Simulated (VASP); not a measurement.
Consider the following.

```xyz
2
Lattice="0.0000 2.3152 2.3152 2.3152 0.0000 2.3152 2.3152 2.3152 0.0000" Properties=species:S:1:pos:R:3 pbc="T T T"
Na     0.0000     0.0000     0.0000
F      2.3152     2.3152     2.3152
```

The numbers are results of PBE GGA, VASP's PBE PAW potentials (set 64) (plane waves; VASP), not measurements. Numerical set-up: 400 eV cut-off, 8×8×8 Γ-centred mesh, Fermi-Dirac smearing of 0.050 eV, potentials Na_pv F.

Task: Give the energies of bands 5 to 8 at the high-symmetry points, in eV from the valence-band maximum.

Result: 
```tsv
band	Γ	X	U	L	W
5	0.00	-1.28	-1.05	-1.59	-0.87
6	0.00	-0.41	-0.83	-0.26	-0.87
7	0.00	-0.41	-0.37	-0.26	-0.57
8	6.33	13.20	12.87	10.82	13.27
```

The gap is direct, 6.33 eV, from the valence maximum at Γ to the conduction minimum at Γ.

The structure is a typed NaF crystal (Fm-3m). The cell was not relaxed at this level.
